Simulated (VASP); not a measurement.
An input for Quantum ESPRESSO's pw.x (written as the equivalent of a VASP run, and not itself run):

```
&CONTROL
  calculation = 'scf'
  pseudo_dir = './pseudo'
  outdir = './out'
  tprnfor = .true.
  tstress = .true.
/
&SYSTEM
  ibrav = 0
  nat = 4
  ntyp = 2
  ecutwfc = 98
  occupations = 'smearing'
  smearing = 'methfessel-paxton'
  degauss = 0.009996
  input_dft = 'pbe'
/
&ELECTRONS
  conv_thr = 7.3e-05
  electron_maxstep = 100
/
ATOMIC_SPECIES
  Al 26.982 Al.upf
  Ni 58.693 Ni.upf
CELL_PARAMETERS angstrom
     3.5193060    0.0000000    0.0000000
     0.0000000    3.5193060    0.0000000
     0.0000000    0.0000000    3.5193060
ATOMIC_POSITIONS crystal
  Al   0.0000000  0.0000000  0.0000000
  Ni   0.0000000  0.5000000  0.5000000
  Ni   0.5000000  0.0000000  0.5000000
  Ni   0.5000000  0.5000000  0.0000000
K_POINTS automatic
  6 6 6 0 0 0
```

Q: Write the VASP files for the same calculation (PBE).

A: This is not unique; one that fits is 
KPOINTS:
```
Regular mesh
0
G
6 6 6
0 0 0
```

### POSCAR
```
Ni3Al
7.0386120
  0.5000000000   0.0000000000   0.0000000000
  0.0000000000   0.5000000000   0.0000000000
  0.0000000000   0.0000000000   0.5000000000
Al Ni
1 3
Cartesian
  0.0000000000   0.0000000000   0.0000000000
  0.0000000000   0.2500000000   0.2500000000
  0.2500000000   0.0000000000   0.2500000000
  0.2500000000   0.2500000000   0.0000000000
```

**INCAR**
```
# general
SYSTEM  = Ni3Al
PREC    = Accurate
ENCUT   = 240
LREAL   = .False.
LASPH   = .True.

# electronic loop
EDIFF   = 1E-03
NELM    = 100
ALGO    = Normal
LMAXMIX = 4

# smearing
ISMEAR  = 1
SIGMA   = 0.136

# functional
GGA     = PE

# ions
ISIF    = 2

# output
LWAVE   = .False.
LCHARG  = .False.
```

POTCAR, in this order: Al Ni (PBE.64 set). Program: vasp_std.

Limits of the translation: the potentials are each code's own (VASP's PAW set, PseudoDojo norm-conserving files in pw.x), so ENCUT and ecutwfc are chosen apart and not converted; conv_thr bounds pw.x's estimated SCF error, while EDIFF bounds the energy change between steps.

The structure is a typed Ni3Al crystal. The cell was not relaxed at this level. The run is one of a series of settings (EDIFF = 1E-03, ENCUT = 240, ISPIN removed, the spin start removed, KPOINTS 6×6×6 Γ-centred mesh against the base run), some of them coarse on purpose.
